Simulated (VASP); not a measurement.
Given:

```yaml
crystal:
  lattice:
    - [4.39925, 0.00000, 0.00000]
    - [0.00000, 4.39925, 0.00000]
    - [0.00000, 0.00000, 4.39925]
  atoms:
    - { symbol: Mg, position: [0.00000, 0.00000, 0.00000] }
    - { symbol: Mg, position: [0.50000, 0.50000, 0.00000] }
    - { symbol: Mg, position: [0.50000, 0.00000, 0.50000] }
    - { symbol: O, position: [0.50000, 0.50000, 0.50000] }
    - { symbol: O, position: [0.00000, 0.00000, 0.50000] }
    - { symbol: O, position: [0.00000, 0.50000, 0.00000] }
    - { symbol: O, position: [0.50000, 0.00000, 0.00000] }
    - { symbol: Ca, position: [0.00000, 0.50000, 0.50000] }
```

Computed with PBEsol GGA, VASP's PBE PAW potentials (set 64) (plane waves; VASP). Settings: 520 eV cut-off, 5×5×5 Γ-centred mesh, Gaussian smearing of 0.050 eV, potentials Mg O Ca_sv.

### Question
Estimate the energy per atom (σ→0), band gap (on the k-mesh) with the smallest direct gap where there is one.

### Answer

```json
{
 "band gap (on the k-mesh)": "3.48 eV",
 "smallest direct gap (on the k-mesh)": "3.48 eV",
 "energy per atom (σ→0)": "-6.230 eV/atom"
}
```

The structure was generated: CaMg3O4 was put into an ordered model structure (Pm-3m), which need not be its known phase. It was relaxed first. The start is the result of an earlier pass.
